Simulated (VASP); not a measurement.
An input for Ansatz (written as the equivalent of a VASP run, and not itself run):

Ansatz 0.2 input:
```yaml
crystal:
  lattice:
    - [3.2359638, -0.0000001, 0.0000000]
    - [-1.6179815, 2.8024270, 0.0000000]
    - [0.0000000, 0.0000000, 10.9246404]
  atoms:
    - { symbol: P, position: [0.3333330, 0.6666670, 0.0568970] }
    - { symbol: P, position: [0.6666670, 0.3333330, 0.5568970] }
    - { symbol: P, position: [0.6666670, 0.3333330, 0.9431030] }
    - { symbol: P, position: [0.3333330, 0.6666670, 0.4431030] }
kpoints:
  mp_grid: { grid: [7, 7, 2] }
hamiltonian:
  xc: pbesol
  pseudopotentials: { kind: paw }
scf:
  occupations: { method: gaussian, width: 0.05 }
  max_iter: 100
relax:
  max_steps: 60
  f_tol: 0.02
  cell: {}
output: { forces: true, stress: true, eigenvalues: true }
```

Translate this input to VASP (INCAR, KPOINTS, POSCAR, choice of POTCAR).

Several could match; the one computed here: 
### INCAR
```
# general
SYSTEM = P
PREC   = Accurate
ENCUT  = 400
LREAL  = .False.   # projection in real space or not
LASPH  = .True.

# electronic loop
EDIFF  = 1E-6   # SCF stop (eV)
NELM   = 100
ALGO   = Normal   # blocked Davidson

# smearing
ISMEAR = 0
SIGMA  = 0.05   # width (eV)

# functional
GGA    = PS   # PBEsol

# ions
IBRION = 2   # conjugate gradients
NSW    = 60   # most ionic steps
ISIF   = 3
EDIFFG = -0.02

# output
LWAVE  = .False.
LCHARG = .False.
```

**POSCAR**
```
P
1
    3.2359637995    -0.0000000649    -0.0000000000
   -1.6179814940     2.8024269716     0.0000000000
   -0.0000000000    -0.0000000000    10.9246403624
P
4
Direct
  0.3333330000   0.6666670000   0.0568969604
  0.6666670000   0.3333330000   0.5568969604
  0.6666670000   0.3333330000   0.9431030396
  0.3333330000   0.6666670000   0.4431030396
```

KPOINTS:
```
K-points
0
gamma
  7 7 2
0 0 0
```

POTCAR, in this order: P (PBE.64 set). Program: vasp_std.

The two are equivalent in intent, not identical: each code has its own PAW files, so the cut-off isn't converted (ENCUT is set for VASP's; basis.ecutwfc is left out, and Ansatz then takes the one that its files recommend); Ansatz stops its SCF on the density residual and VASP on the energy change (EDIFF).

The structure was generated: P was put into the lonsdaleite type (P6_3/mmc), which need not be its known phase. This run relaxes it. Symmetry was kept, so distortions that lower it aren't found. The start is the result of an earlier pass.
